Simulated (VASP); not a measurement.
Data:

```
CELL_PARAMETERS angstrom
      2.98991     0.00000     0.00000
      0.00000     2.98991     0.00000
      0.00000     0.00000     2.98991
ATOMIC_POSITIONS crystal
  Cu 0.00000 0.00000 0.00000
  As 0.50000 0.50000 0.50000
```

The numbers are results of PBE GGA, VASP's PBE PAW potentials (set 64) (plane waves; VASP), not measurements. Numerical set-up: 400 eV cut-off, 8×8×8 Γ-centred mesh, Gaussian smearing of 0.050 eV, potentials Cu As.

Give the stress tensor in GPa (positive for a compressed cell).

```
23.09   0.00   0.00
 0.00  23.09   0.00
 0.00   0.00  23.09
```
The pressure is its mean diagonal, 23.09 GPa.

The structure was generated: CuAs was put into the CsCl type (Pm-3m), which need not be its known phase. The cell was not relaxed at this level. The run is one of a series of settings (EDIFF = 1E-8 against the base run), some of them coarse on purpose.
